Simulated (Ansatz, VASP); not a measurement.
# HfMg6Al: VASP beside Ansatz

The input INCAR:

```
SYSTEM = HfMg6Al
ALGO = Normal
EDIFF = 1E-7
ENCUT = 520
GGA = PE
ISIF = 2
ISMEAR = -1
LASPH = .True.
LCHARG = .False.
LREAL = .False.
LWAVE = .False.
NBANDS = 22
NELM = 100
PREC = Accurate
SIGMA = 0.05
```

KPOINTS

```
k-points
0
Gamma
  6 5 5
  0 0 0
```

File POSCAR:

```
HfMg6Al
1.0
    5.0258660000      0.0000000000      0.0000000000
    0.0000000000      3.0442105000      5.5889195000
    0.0000000000     -3.0442105000      5.5889195000
Hf Al Mg
1 1 6
Direct
    0.4960160000      0.6703660000      0.6666240000
    0.5079050000      0.1704480000      0.1623720000
   -0.0039160000      0.8257860000      0.8343310000
   -0.0024750000      0.3240260000      0.3306330000
   -0.0033750000      0.3290230000      0.8324930000
    0.0007820000      0.8352390000      0.3331270000
    0.5082310000      0.1630950000      0.6710280000
    0.4994330000      0.6699190000      0.1646920000
```

Contents of input.yaml:

```yaml
crystal:
  lattice:
    - [5.025866, 0.0, 0.0]
    - [0.0, 3.0442105, 5.5889195]
    - [0.0, -3.0442105, 5.5889195]
  atoms:
    - { symbol: Hf, position: [0.496016, 0.670366, 0.666624] }
    - { symbol: Al, position: [0.507905, 0.170448, 0.162372] }
    - { symbol: Mg, position: [-0.003916, 0.825786, 0.834331] }
    - { symbol: Mg, position: [-0.002475, 0.324026, 0.330633] }
    - { symbol: Mg, position: [-0.003375, 0.329023, 0.832493] }
    - { symbol: Mg, position: [0.000782, 0.835239, 0.333127] }
    - { symbol: Mg, position: [0.508231, 0.163095, 0.671028] }
    - { symbol: Mg, position: [0.499433, 0.669919, 0.164692] }
hamiltonian:
  xc: pbe
  pseudopotentials: { kind: paw }
kpoints:
  mp_grid: { grid: [6, 5, 5] }
scf:
  occupations: { method: fermi_dirac, width: 0.05 }
output:
  forces: true
  stress: true
  eigenvalues: true
  write_density: true
  write_potential: true
  elf: true
  volumetric_format: npy
```

Change from the starting cell: atoms moved at random, drawn with an rms of 0.05 Å.

Alike in both runs: task single point; functional PBE; k mesh 6 × 5 × 5; occupations fermi-dirac, width 0.05 eV; no spin polarisation.

```csv
,VASP,Ansatz
version,VASP 6.6.1,Ansatz 0.2.0
potentials or method,"VASP PAW PBE potentials, release 64 (Hf_pv, Al, Mg)",Ansatz PAW
plane-wave cutoff (eV),520,420
valence electrons in the cell,25,89
```

VASP gave:

| Quantity | Value |
| --- | --- |
| gap on the k mesh at the Fermi level (eV) | none |
| pressure (GPa) | 0.0 |
| largest component of the traceless stress (GPa) | 0.38 |
| rms of the force components (eV/Å) | 0.109 |

Which values does Ansatz return?

gap on the k mesh at the Fermi level (eV): none; pressure (GPa): 0.1; largest component of the traceless stress (GPa): 0.37; rms of the force components (eV/Å): 0.108.

Atom by atom the forces differ by 0.000 eV/Å (rms over components). A gap of «none» marks a metal or a gap that the smearing closes. The two sets of potentials don't hold the same shells in valence.

The runs have no spin-orbit coupling, so splittings on Hf are missing.
